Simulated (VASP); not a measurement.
Data:

```yaml
crystal:
  lattice:
    - [0.00000, 2.26356, 2.26356]
    - [2.26356, 0.00000, 2.26356]
    - [2.26356, 2.26356, 0.00000]
  atoms:
    - { symbol: Zr, position: [0.00000, 0.00000, 0.00000] }
    - { symbol: N, position: [0.50000, 0.50000, 0.50000] }
```

These are PBEsol GGA, VASP's PBE PAW potentials (set 64) (plane waves; VASP) values and carry that method's errors. Run with 620 eV cut-off, 14×14×14 Γ-centred mesh, first-order Methfessel-Paxton smearing of 0.10 eV, potentials Zr_sv N.

Estimate the energy per atom (σ→0), pressure, band gap (on the k-mesh) with the smallest direct gap where there is one.

```
Property                                                     Value
------------------------  ----------------------------------------
band gap (on the k-mesh)  none (metal, semimetal or under 0.01 eV)
energy per atom (σ→0)                              -10.772 eV/atom
pressure                                                 49.5 kbar
```

The compound is ZrN in the rock salt structure. It was relaxed first under an external pressure of 5 GPa. The electron count is odd and the run is not spin-polarised, which forces a metal.
